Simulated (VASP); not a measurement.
A convergence study with VASP on GaN (zinc blende): one setting is varied, all else stays as given below, so the limit is that of these other settings. Each run relaxes cell and ions from the cell shown. The basis is that of the starting cell, so low cut-offs carry a Pulay error.

```
CELL_PARAMETERS angstrom
      0.00000     2.26000     2.26000
      2.26000     0.00000     2.26000
      2.26000     2.26000     0.00000
ATOMIC_POSITIONS crystal
  Ga 0.00000 0.00000 0.00000
  N  0.25000 0.25000 0.25000
```

The numbers are results of PBEsol GGA, VASP's PBE PAW potentials (set 64) (plane waves; VASP), not measurements. The tightest run used: 800 eV cut-off, 8×8×8 Γ-centred mesh, Gaussian smearing of 0.050 eV, potentials Ga_d N.

Gaps are read on the run's mesh, which can miss a band edge.

### Question
The settings run are ENCUT = 250; ENCUT = 300; ENCUT = 350; ENCUT = 400; ENCUT = 450; ENCUT = 500; ENCUT = 550; ENCUT = 600; ENCUT = 650; ENCUT = 750; ENCUT = 800. From which on does the relaxed volume stay within 0.05 Å³/atom of the tightest run?

### Answer
From ENCUT = 450 on: it is off by 0.042 there and by no more than 0.05 in any finer run, while ENCUT = 400 is off by 0.169.
```csv
setting,relaxed volume (Å³/atom),E (eV/atom),gap on the mesh (eV),plane waves,difference judged (Å³/atom)
ENCUT = 250,9.990,-6.7992,2.191,212,1.373
ENCUT = 300,10.594,-6.6318,2.106,290,0.769
ENCUT = 350,10.942,-6.5732,1.937,360,0.422
ENCUT = 400,11.195,-6.5674,1.813,444,0.169
ENCUT = 450,11.321,-6.5635,1.753,531,0.042
ENCUT = 500,11.357,-6.5613,1.732,604,0.007
ENCUT = 550,11.355,-6.5613,1.733,692,0.009
ENCUT = 600,11.347,-6.5622,1.737,783,0.016
ENCUT = 650,11.354,-6.5633,1.734,893,0.010
ENCUT = 750,11.359,-6.5646,1.732,1090,0.004
ENCUT = 800,11.364,-6.5649,1.730,1243,0.000
```

Left out are rungs that failed or repeat a setting and relaxations that didn't move; long series are thinned to 24 rows.

The compound is GaN in the zinc blende structure, a metastable form; wurtzite is the usual one.
